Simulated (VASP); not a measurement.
Data:

```xyz
2
Lattice="0.0000 3.0215 3.0215 3.0215 0.0000 3.0215 3.0215 3.0215 0.0000" Properties=species:S:1:pos:R:3 pbc="T T T"
In     0.0000     0.0000     0.0000
P      1.5107     1.5107     1.5107
```

Computed with rev-vdW-DF2, VASP's PBE PAW potentials (set 64) (plane waves; VASP 6.6.1). Settings: 520 eV cut-off, 8×8×8 Γ-centred mesh, Gaussian smearing of 0.050 eV, potentials In_d P.

Unless said otherwise, spin-orbit coupling is left out, though it shifts the bands of the heavy elements here.

Task: Predict the energy per atom (σ→0), pressure, band gap (on the k-mesh) with the smallest direct gap where there is one.

Result: 
```yaml
band gap (on the k-mesh): 0.09 eV
smallest direct gap (on the k-mesh): 0.09 eV
energy per atom (σ→0): -2192 meV/atom
pressure: -31.3 kbar
```

Total energies compare only between runs with the same potentials, cut-off and functional.

The compound is InP in the zinc blende structure. This cell is one point of a volume scan, at 1.06 of the reference volume.
